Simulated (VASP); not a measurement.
Data:

```
BN
1.0
    0.00000     1.81246     1.81246
    1.81246     0.00000     1.81246
    1.81246     1.81246     0.00000
B N
1 1
Direct
  0.00000   0.00000   0.00000
  0.25000   0.25000   0.25000
```

These are PW91 GGA, VASP's PBE PAW potentials (set 64) (plane waves; VASP) values and carry that method's errors. Settings: 520 eV cut-off, Gaussian smearing of 0.050 eV, potentials B N.

Q: Give the energies of bands 2 to 7 at the high-symmetry points, in eV from the valence-band maximum.

A: 
| band | Γ | X | U | L | W |
|---|---|---|---|---|---|
| 2 | 0.00 | -8.83 | -8.05 | -10.58 | -7.53 |
| 3 | 0.00 | -4.85 | -7.57 | -1.92 | -6.88 |
| 4 | 0.00 | -4.85 | -4.03 | -1.92 | -6.42 |
| 5 | 8.81 | 4.50 | 6.93 | 10.07 | 9.59 |
| 6 | 8.81 | 9.22 | 12.82 | 10.69 | 13.24 |
| 7 | 8.81 | 17.78 | 15.72 | 10.69 | 14.48 |

The gap is indirect, 4.50 eV, from the valence maximum at Γ to the conduction minimum at X.

Measured: gap 6.20 eV at 300 K (computed value off by -1.70 eV), as given by arXiv:1206.3780.

The compound is BN in the zinc blende structure. It was relaxed first.
